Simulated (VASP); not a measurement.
Crystal: MoS2.

```xyz
6
Lattice="3.1690 0.0000 0.0000 -1.5845 2.7444 0.0000 0.0000 0.0000 12.3240" Properties=species:S:1:pos:R:3 pbc="T T T"
Mo    0.0000    1.8296    3.0810
Mo    1.5845    0.9148    9.2430
S     0.0000    1.8296    7.6779
S     1.5845    0.9148    1.5159
S     0.0000    1.8296   10.8081
S     1.5845    0.9148    4.6461
```

```yaml
Program: VASP 6.6.1
Task: relaxation of cell and atoms
Functional: r2SCAN
Potentials_or_basis: VASP PAW PBE potentials, release 64 (Mo_sv, S)
Cutoff: 600 eV
k_mesh: 12 × 12 × 3
Occupations: gaussian, width 0.03 eV
Spin: no spin polarisation
```

At the start: pressure 0.8 GPa; volume 17.86 Å³/atom.

**Question.** Where does the relaxation end?

**Answer.** Over 14 steps the energy falls by 6.9 meV/atom and the volume is 18.99 Å³/atom (+6.3 %); space group P6_3/mmc (No. 194, to 0.05 Å).

Step by step:
| step | energy change (eV) | largest force (eV/Å) | pressure (GPa) | volume (Å³) |
| --- | --- | --- | --- | --- |
| 1 | 0.0000 | 0.2397 | 0.81 | 107.18 |
| 2 | -0.0122 | 0.1292 | -0.01 | 108.60 |
| 3 | -0.0124 | 0.1164 | -0.11 | 108.76 |
| 4 | -0.0192 | 0.0335 | 0.34 | 109.08 |
| 5 | -0.0261 | 0.1516 | 1.35 | 109.77 |
| 6 | -0.0286 | 0.1271 | 1.16 | 110.05 |
| 7 | -0.0344 | 0.0544 | 0.63 | 110.90 |
| 8 | -0.0391 | 0.0874 | -0.35 | 112.58 |
| 9 | -0.0391 | 0.0923 | -0.38 | 112.64 |
| 10 | -0.0398 | 0.0774 | -0.28 | 112.81 |
| 11 | -0.0409 | 0.0316 | 0.03 | 113.33 |
| 12 | -0.0409 | 0.0156 | 0.14 | 113.51 |
| 13 | -0.0411 | 0.0089 | 0.08 | 113.68 |
| 14 | -0.0412 | 0.0002 | 0.00 | 113.92 |

Final structure:
```yaml
crystal:
  lattice:
    - [3.18532, 0.00000, 0.00000]
    - [-1.59266, 2.75857, 0.00000]
    - [0.00000, 0.00000, 12.96427]
  atoms:
    - { symbol: Mo, position: [0.33333, 0.66667, 0.25000] }
    - { symbol: Mo, position: [0.66667, 0.33333, 0.75000] }
    - { symbol: S, position: [0.33333, 0.66667, 0.63025] }
    - { symbol: S, position: [0.66667, 0.33333, 0.13025] }
    - { symbol: S, position: [0.33333, 0.66667, 0.86975] }
    - { symbol: S, position: [0.66667, 0.33333, 0.36975] }
```

Caveat: the PAW data sets were made with another functional, which shifts forces and pressure a little.
